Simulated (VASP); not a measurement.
Set up this calculation in VASP 6.6.1, as the native input.

* Task: single point
* Functional: PBE
* Potentials or basis: VASP PAW PBE potentials, release 64 (C, O)
* Cutoff: 400 eV
* k mesh: 1 × 1 × 1
* Occupations: gaussian, width 0.01 eV
* Spin: no spin polarisation
* Further INCAR settings: ALGO = Normal; EDIFF = 1e-06; NBANDS = 12; ISYM = 0

The structure of CO lies in POSCAR:

```
CO                                      
1.0
   11.4664208122      0.0000000000      0.0000000000
    0.0000000000     11.9664208122      0.0000000000
    0.0000000000      0.0000000000     12.4664208122
  C               O             
     1     1
Selective dynamics
Direct
     0.5219830802999965    0.5161969978000016    0.4612390425999990   F   F   F
     0.4773768654687762    0.4918125284690365    0.5398882483994512   T   T   T
```

One way to write it, as run:

INCAR

```
SYSTEM = CO
PREC = Accurate
ENCUT = 400
EDIFF = 1E-6
ISMEAR = 0
SIGMA = 0.01
LREAL = .FALSE.
LASPH = .TRUE.
NELM = 100
ALGO = Normal
ISIF = 2
LWAVE = .FALSE.
LCHARG = .FALSE.
GGA = PE
NBANDS = 12
ISYM = 0
```

KPOINTS

```
Automatic mesh
0
G
  1 1 1
  0 0 0
```

Potentials or basis: VASP PAW PBE potentials, release 64 (C, O).

Launch:

```console
$ cat potpaw_PBE.64/C/POTCAR potpaw_PBE.64/O/POTCAR > POTCAR
$ mpirun -np 4 vasp_gam > vasp.out
```

It gave:

```json
{
 "Largest force": "0.028 eV/Å",
 "Gap between the frontier levels": "6.92 eV"
}
```

Caveat: the standard files for N, O and F lose accuracy on very short bonds.

It took 25 s on 4 MPI ranks on Intel(R) Xeon(R) Platinum 8559C (Emerald Rapids), on a shared host, peak memory 0.35 GiB a rank.
